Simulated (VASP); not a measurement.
Write the native input for VASP 6.6.1 that does the following.

- Task: work function
- Functional: BLYP
- Potentials or basis: VASP PAW PBE potentials, release 64 (Os, Ru_pv)
- Cutoff: 520 eV
- k mesh: 8 × 8 × 1
- Occupations: fermi-dirac, width 0.05 eV
- Spin: no spin polarisation
- Dipole correction: yes
- Further INCAR settings: ALGO = Fast; EDIFF = 1e-06

The structure of Os4Ru3 lies in POSCAR:

```
Os4Ru3
1.0
    2.7270104592      0.0000000000      0.0000000000
   -1.3635052296      2.3616603341      0.0000000000
    0.0000000000      0.0000000000     27.9009601800
Os Ru
4 3
Direct
    0.6666666700      0.3333333400      0.2688079533
    0.6666666700      0.3333333400      0.4229359844
    0.6666666700      0.3333333400      0.5770640156
    0.6666666700      0.3333333400      0.7311920467
    0.3333333300      0.6666666600      0.3458719688
    0.3333333300      0.6666666600      0.5000000000
    0.3333333300      0.6666666600      0.6541280312
```

One way to write it, as run:

INCAR

```
AGGAC = 1.0
AGGAX = 1.0
ALDAC = 0.0
ALDAX = 1.0
ALGO = Fast
DIPOL = 0.5 0.5 0.500
EDIFF = 1E-6
ENCUT = 520
GGA = B5
IDIPOL = 3
ISIF = 2
ISMEAR = -1
LASPH = True
LCHARG = True
LDIPOL = True
LELF = True
LREAL = False
LVACPOTAV = True
LVHAR = True
LWAVE = False
NELM = 60
PREC = Accurate
SIGMA = 0.05
```

KPOINTS

```
k-points
0
Gamma
  8 8 1
```

Potentials or basis: VASP PAW PBE potentials, release 64 (Os, Ru_pv).

The run is started by

```console
$ cat potpaw_PBE.64/Os/POTCAR potpaw_PBE.64/Ru_pv/POTCAR > POTCAR
$ mpirun -np 1 vasp_std > vasp.out
```

Results of the run:

| Item | Value |
| --- | --- |
| Largest force | 0.817 eV/Å |
| Band gap on the k mesh | none (metal or under the smearing width) |
| Work function of the upper face | 5.07 eV |
| Work function of the lower face | 5.07 eV |

Caveat: the PAW data sets were made with another functional, which shifts forces and pressure a little.

Run time: 3.4 min on 1 thread of AMD EPYC 9R45 96-Core Processor (Zen 5) (shared host), peak memory 0.28 GiB.
